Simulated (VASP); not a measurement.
Input:

```
La
1.0
    3.20992     0.00000     0.00000
    0.00000     3.20992     0.00000
    0.00000     0.00000     3.20992
La
1
Direct
  0.00000   0.00000   0.00000
```

Method: PBEsol GGA, VASP's PBE PAW potentials (set 64) (plane waves; VASP 6.6.1). Numerical set-up: 400 eV cut-off, Gaussian smearing of 0.050 eV, potentials La.

Problem. Give the energies of bands 5 to 8 at the high-symmetry points, in eV from the Fermi level.

Solution. 
```tsv
band	Γ	X	M	R
5	-2.78	-0.49	-2.83	-1.34
6	-1.31	-0.37	0.72	-1.34
7	-1.31	1.01	1.59	-1.34
8	2.14	1.52	1.59	1.22
```

It has no gap at this level: it comes out as a metal or semimetal.

The structure was generated: La was put into the simple-cubic type (Pm-3m), which need not be its known phase. It was relaxed first, which changed the volume by -21 %.
